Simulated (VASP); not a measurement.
Input:

```
Ge
1.0
    0.00000     2.86623     2.86623
    2.86623     0.00000     2.86623
    2.86623     2.86623     0.00000
Ge
2
Direct
  0.00000   0.00000   0.00000
  0.25000   0.25000   0.25000
```

The numbers are results of PBE GGA, VASP's PBE PAW potentials (set 64) (plane waves; VASP), not measurements. Numerical set-up: PREC = Normal, 500 eV cut-off, 4×4×4 Γ-centred mesh, Gaussian smearing of 0.010 eV, potentials Ge_d_GW.

Task: What does the run give for the energy per atom (σ→0), pressure, band gap (on the k-mesh) with the smallest direct gap where there is one?

Result: 
The band gap (on the k-mesh) is none (metal, semimetal or under 0.01 eV), the energy per atom (σ→0) is -4.384 eV/atom and the pressure is 1.10 GPa.

Total energies compare only between runs with the same potentials, cut-off and functional.

The compound is Ge in the diamond structure. This cell is one point of a volume scan, at 1.04 of the reference volume. The k-mesh is coarse (spacing up to 0.47 per Å, 2π included), so the numbers may not be converged in it.
